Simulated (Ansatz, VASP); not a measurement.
**CsRe in VASP and in Ansatz**

```
Cs Re
1.0
     0.01711    3.42230    3.42230
     3.42230    0.01711    3.42230
     3.43941    3.43941    0.00000
Cs Re
1 1
Cartesian
  1.7197 1.7197 1.7112
  3.4394 3.4394 3.4223
```

Change from the starting cell: strain = 0.01.

Alike in both runs: task single point; functional PBE; k mesh 7 × 7 × 7; occupations fermi-dirac, width 0.05 eV; no spin polarisation.

```csv
,VASP,Ansatz
version,VASP 6.6.1,Ansatz 0.2.0
potentials or method,"VASP PAW PBE potentials, release 64 (Cs_sv, Re)",Ansatz PAW
plane-wave cutoff (eV),520,420
valence electrons in the cell,16,24
```

```csv
,VASP,Ansatz,Ansatz less VASP
gap on the k mesh at the Fermi level (eV),none,none,-
pressure (GPa),-0.8,-1.5,-0.71
rms of the force components (eV/Å),0.009,0.004,-0.0047
```

Atom by atom the forces differ by 0.005 eV/Å (rms over components). A gap of «none» marks a metal or a gap that the smearing closes. With one functional, cell and mesh, what is left measures potentials, basis and numerics. The two sets of potentials don't hold the same shells in valence.

The runs have no spin-orbit coupling, so splittings on Cs, Re are missing.
